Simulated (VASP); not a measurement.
Input of a VASP 6.6.1 run:

POSCAR

```
LiF
1.0
    0.0000000000      2.0100000000      2.0100000000
    2.0100000000      0.0000000000      2.0100000000
    2.0100000000      2.0100000000      0.0000000000
Li F
1 1
Direct
    0.0000000000      0.0000000000      0.0000000000
    0.5000000000      0.5000000000      0.5000000000
```

The input INCAR.step1:

```
  PREC = Accurate
  ENCUT = 520
  EDIFF = 1E-6
  ISMEAR = 0
  SIGMA = 0.02
  LREAL = F
  LASPH = T
  NELM = 80
  ALGO = Fast
  ISIF = 2
  LWAVE = F
  LCHARG = T
  GGA = PE
  NBANDS = 12
```

File KPOINTS.step1:

```
Automatic mesh
0
Gamma
  12 12 12
```

The input INCAR.step2:

```
  PREC = Accurate
  ENCUT = 520
  EDIFF = 1E-6
  ISMEAR = 0
  SIGMA = 0.05
  LREAL = F
  LASPH = T
  NELM = 80
  ALGO = Fast
  ISIF = 2
  LWAVE = F
  LCHARG = F
  GGA = PE
  NBANDS = 12
  ICHARG = 11
```

KPOINTS.step2

```
path GXWKGLUWLK,UX
20
line-mode
reciprocal
 0.0000000000  0.0000000000  0.0000000000  G
 0.5000000000  0.0000000000  0.5000000000  X

 0.5000000000  0.0000000000  0.5000000000  X
 0.5000000000  0.2500000000  0.7500000000  W

 0.5000000000  0.2500000000  0.7500000000  W
 0.3750000000  0.3750000000  0.7500000000  K

 0.3750000000  0.3750000000  0.7500000000  K
 0.0000000000  0.0000000000  0.0000000000  G

 0.0000000000  0.0000000000  0.0000000000  G
 0.5000000000  0.5000000000  0.5000000000  L

 0.5000000000  0.5000000000  0.5000000000  L
 0.6250000000  0.2500000000  0.6250000000  U

 0.6250000000  0.2500000000  0.6250000000  U
 0.5000000000  0.2500000000  0.7500000000  W

 0.5000000000  0.2500000000  0.7500000000  W
 0.5000000000  0.5000000000  0.5000000000  L

 0.5000000000  0.5000000000  0.5000000000  L
 0.3750000000  0.3750000000  0.7500000000  K

 0.6250000000  0.2500000000  0.6250000000  U
 0.5000000000  0.0000000000  0.5000000000  X
```

Potentials or basis: VASP PAW PBE potentials, release 64 (Li_sv, F).

The run is started by

```sh
$ cat potpaw_PBE.64/Li_sv/POTCAR potpaw_PBE.64/F/POTCAR > POTCAR
$ cp INCAR.step1 INCAR
$ cp KPOINTS.step1 KPOINTS
$ mpirun -np 1 vasp_std > vasp.out
$ cp INCAR.step2 INCAR
$ cp KPOINTS.step2 KPOINTS
$ mpirun -np 1 vasp_std > vasp.out
```

Q: Estimate the band gap on the k mesh.

A: 9.15 eV, direct.

Q: Estimate the band gap along the path.

A: 9.15 eV, direct.

Levels at the corners of the path, in eV from the valence-band top:
| point | band 3 | band 4 | band 5 | band 6 | band 7 | band 8 |
| --- | --- | --- | --- | --- | --- | --- |
| Γ | 0.00 | 0.00 | 0.00 | 9.15 | 24.05 | 24.05 |
| X | -3.03 | -1.01 | -1.01 | 14.87 | 16.50 | 17.52 |
| X | -3.03 | -1.01 | -1.01 | 14.87 | 16.50 | 17.52 |
| W | -2.10 | -2.10 | -0.80 | 15.10 | 15.10 | 17.49 |
| W | -2.10 | -2.10 | -0.80 | 15.10 | 15.10 | 17.49 |
| K | -2.52 | -1.57 | -0.74 | 14.52 | 14.96 | 18.49 |
| K | -2.52 | -1.57 | -0.74 | 14.52 | 14.96 | 18.49 |
| Γ | 0.00 | 0.00 | 0.00 | 9.15 | 24.05 | 24.05 |
| Γ | 0.00 | 0.00 | 0.00 | 9.15 | 24.05 | 24.05 |
| L | -2.54 | -0.23 | -0.23 | 10.80 | 16.81 | 18.94 |
| L | -2.54 | -0.23 | -0.23 | 10.80 | 16.81 | 18.94 |
| U | -2.52 | -1.57 | -0.74 | 14.52 | 14.96 | 18.49 |
| U | -2.52 | -1.57 | -0.74 | 14.52 | 14.96 | 18.49 |
| W | -2.10 | -2.10 | -0.80 | 15.10 | 15.10 | 17.49 |
| W | -2.10 | -2.10 | -0.80 | 15.10 | 15.10 | 17.49 |
| L | -2.54 | -0.23 | -0.23 | 10.80 | 16.81 | 18.94 |
| L | -2.54 | -0.23 | -0.23 | 10.80 | 16.81 | 18.94 |
| K | -2.52 | -1.57 | -0.74 | 14.52 | 14.96 | 18.49 |
| U | -2.52 | -1.57 | -0.74 | 14.52 | 14.96 | 18.49 |
| X | -3.03 | -1.01 | -1.01 | 14.87 | 16.50 | 17.52 |

Caveat: the log is that of the step along the path at fixed density, whose energy, stress, charges and moments have no meaning. PBE gaps usually lie below the measured ones, often by a third to a half.
